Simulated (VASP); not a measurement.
A convergence study with VASP on VN (rock salt): one setting is varied, all else stays as given below, so the limit is that of these other settings.

```xyz
2
Lattice="0.0000 2.0700 2.0700 2.0700 0.0000 2.0700 2.0700 2.0700 0.0000" Properties=species:S:1:pos:R:3 pbc="T T T"
V      0.0000     0.0000     0.0000
N      2.0700     2.0700     2.0700
```

The numbers are results of PBE GGA, VASP's PBE PAW potentials (set 64) (plane waves; VASP 6.6.1), not measurements. The tightest run used: 700 eV cut-off, 25×25×25 Γ-centred mesh, tetrahedra with Blöchl corrections, potentials V_sv N.

Problem. The settings run are 3×3×3 mesh; 4×4×4 mesh; 5×5×5 mesh; 6×6×6 mesh; 7×7×7 mesh; 8×8×8 mesh; 9×9×9 mesh; 10×10×10 mesh; 11×11×11 mesh; 12×12×12 mesh; 13×13×13 mesh; 14×14×14 mesh; 15×15×15 mesh; 16×16×16 mesh; 17×17×17 mesh; 18×18×18 mesh; 19×19×19 mesh; 20×20×20 mesh; 21×21×21 mesh; 22×22×22 mesh; 23×23×23 mesh; 24×24×24 mesh; 25×25×25 mesh. From which on does the energy per atom stay within 0.01 eV/atom of the tightest run?

Solution. From 6×6×6 mesh on: it is off by 0.0005 there and by no more than 0.01 in any finer run, while 5×5×5 mesh is off by 0.0322.
| setting | E (eV/atom) | pressure (GPa) | irreducible k-points | difference judged (eV/atom) |
|---|---|---|---|---|
| 3×3×3 mesh | -9.6382 | -3.82 | 4 | 0.0135 |
| 4×4×4 mesh | -9.6720 | -5.07 | 8 | 0.0202 |
| 5×5×5 mesh | -9.6839 | -5.45 | 10 | 0.0322 |
| 6×6×6 mesh | -9.6522 | -4.52 | 16 | 0.0005 |
| 7×7×7 mesh | -9.6529 | -4.71 | 20 | 0.0012 |
| 8×8×8 mesh | -9.6577 | -4.86 | 29 | 0.0060 |
| 9×9×9 mesh | -9.6495 | -4.62 | 35 | 0.0022 |
| 10×10×10 mesh | -9.6538 | -4.77 | 47 | 0.0021 |
| 11×11×11 mesh | -9.6544 | -4.76 | 56 | 0.0027 |
| 12×12×12 mesh | -9.6520 | -4.71 | 72 | 0.0002 |
| 13×13×13 mesh | -9.6523 | -4.71 | 84 | 0.0006 |
| 14×14×14 mesh | -9.6518 | -4.71 | 104 | 0.0001 |
| 15×15×15 mesh | -9.6516 | -4.71 | 120 | 0.0002 |
| 16×16×16 mesh | -9.6520 | -4.73 | 145 | 0.0003 |
| 17×17×17 mesh | -9.6516 | -4.70 | 165 | 0.0002 |
| 18×18×18 mesh | -9.6517 | -4.71 | 195 | 0.0000 |
| 19×19×19 mesh | -9.6516 | -4.71 | 220 | 0.0001 |
| 20×20×20 mesh | -9.6516 | -4.71 | 256 | 0.0001 |
| 21×21×21 mesh | -9.6517 | -4.70 | 286 | 0.0000 |
| 22×22×22 mesh | -9.6515 | -4.71 | 328 | 0.0002 |
| 23×23×23 mesh | -9.6518 | -4.72 | 364 | 0.0001 |
| 24×24×24 mesh | -9.6517 | -4.71 | 413 | 0.0001 |
| 25×25×25 mesh | -9.6517 | -4.72 | 455 | 0.0000 |

VASP warned of too few bands at 5×5×5 mesh; 6×6×6 mesh; 7×7×7 mesh; 8×8×8 mesh; 9×9×9 mesh; 10×10×10 mesh; 11×11×11 mesh; 12×12×12 mesh; 13×13×13 mesh; 14×14×14 mesh; 15×15×15 mesh; 16×16×16 mesh; 17×17×17 mesh; 18×18×18 mesh; 19×19×19 mesh; 20×20×20 mesh; 21×21×21 mesh; 22×22×22 mesh; 23×23×23 mesh; 24×24×24 mesh; 25×25×25 mesh.

Left out are rungs that failed or repeat a setting and relaxations that didn't move; long series are thinned to 24 rows.

The compound is VN in the rock salt structure, which distorts at low temperature. The cell was not relaxed at this level. The run is not spin-polarised, so no magnetic state was tried.
